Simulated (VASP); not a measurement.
VASP input:

### INCAR
```
# general
SYSTEM  = La
PREC    = Accurate
ENCUT   = 400
LREAL   = .False.
LASPH   = .True.

# electronic loop
EDIFF   = 1E-6
NELM    = 100
ALGO    = Normal
LMAXMIX = 6

# smearing
ISMEAR  = 1
SIGMA   = 0.1

# functional
GGA     = PS

# ions
IBRION  = 2
NSW     = 60
ISIF    = 3
EDIFFG  = -0.02

# output
LWAVE   = .False.
LCHARG  = .False.
```

### KPOINTS
```
K-points
0
gamma
9 9 3
0 0 0
```

**POSCAR**
```
La
1
    1.8177266911    -3.1483951867    -0.0000000000
    1.8177266911     3.1483951867    -0.0000000000
    0.0000000000     0.0000000000    11.8706849616
La
4
Direct
  0.0000000000   0.0000000000   0.5000000000
  0.0000000000   0.0000000000   0.0000000000
  0.3333330000   0.6666670000   0.2500000000
  0.6666670000   0.3333330000   0.7500000000
```

POTCAR, in this order: La (PBE.64 set). Program: vasp_std.

Q: Write an equivalent input for Quantum ESPRESSO's pw.x.

A: One equivalent input (not run):
```
&CONTROL
  calculation = 'vc-relax'
  pseudo_dir = './pseudo'
  outdir = './out'
  tprnfor = .true.
  tstress = .true.
  nstep = 60
  forc_conv_thr = 0.00078
/
&SYSTEM
  ibrav = 0
  nat = 4
  ntyp = 1
  ecutwfc = 110
  occupations = 'smearing'
  smearing = 'methfessel-paxton'
  degauss = 0.00735
  input_dft = 'pbesol'
/
&ELECTRONS
  conv_thr = 7.3e-08
  electron_maxstep = 100
/
&IONS
/
&CELL
/
ATOMIC_SPECIES
  La 138.905 La.upf
CELL_PARAMETERS angstrom
     1.8177267   -3.1483952   -0.0000000
     1.8177267    3.1483952   -0.0000000
     0.0000000    0.0000000   11.8706850
ATOMIC_POSITIONS crystal
  La   0.0000000  0.0000000  0.5000000
  La   0.0000000  0.0000000  0.0000000
  La   0.3333330  0.6666670  0.2500000
  La   0.6666670  0.3333330  0.7500000
K_POINTS automatic
  9 9 3 0 0 0
```
Limits of the translation: the potentials are each code's own (VASP's PAW set, PseudoDojo norm-conserving files in pw.x), so ENCUT and ecutwfc are chosen apart and not converted; conv_thr bounds pw.x's estimated SCF error, while EDIFF bounds the energy change between steps; forc_conv_thr acts on force components and is met together with etot_conv_thr.

The compound is La in the dhcp structure. This run relaxes it. Symmetry was kept, so distortions that lower it aren't found. The start is the result of an earlier pass.
